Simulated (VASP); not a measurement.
The system is PtSe2 (Sudovikovite).

```xyz
3
Lattice="3.7240 0.0000 0.0000 -1.8620 3.2251 0.0000 0.0000 0.0000 5.0620" Properties=species:S:1:pos:R:3 pbc="T T T"
Pt    0.0000    0.0000    0.0000
Se    0.0000    2.1501    1.2655
Se    1.8620    1.0750    3.7965
```

- Program: VASP 6.6.1
- Task: relaxation of cell and atoms
- Functional: PBE
- Dispersion: D3(BJ)
- Potentials or basis: VASP PAW PBE potentials, release 64 (Pt, Se)
- Cutoff: 600 eV
- k mesh: 6 × 6 × 4
- Occupations: gaussian, width 0.1 eV
- Spin: no spin polarisation

At the start: pressure 3.5 GPa; volume 20.27 Å³/atom.

How do energy, volume and symmetry change on relaxing?

Over 13 steps the energy falls by 17.0 meV/atom and the volume is 19.79 Å³/atom (-2.3 %); space group P-3m1 (No. 164, to 0.05 Å).

The path:
```
step  energy change (eV)  largest force (eV/Å)  pressure (GPa)  volume (Å³)
   1              0.0000                0.6086            3.51        60.80
   2              0.0320                0.3872           -5.87        64.78
   3             -0.0239                0.1833           -0.57        62.32
   4             -0.0239                0.1909           -0.51        62.29
   5             -0.0292                0.1688           -0.45        61.92
   6             -0.0422                0.0861           -0.21        60.81
   7             -0.0433                0.1852            0.78        58.62
   8             -0.0481                0.0186            0.23        59.77
   9             -0.0482                0.0426            0.29        59.59
  10             -0.0490                0.1464           -1.00        59.74
  11             -0.0501                0.1018           -0.45        59.67
  12             -0.0489                0.0933            0.95        58.90
  13             -0.0510                0.0249            0.10        59.37
```

Final structure:
```
Pt Se
1.0
     3.76552    0.00000    0.00000
    -1.88276    3.26103    0.00000
     0.00000    0.00000    4.83473
Pt Se
1 2
Direct
  0.00000 0.00000 0.00000
  0.33333 0.66667 0.26606
  0.66667 0.33333 0.73394
```

Caveat: pairwise dispersion overbinds metals, which lowers pressure and volume.
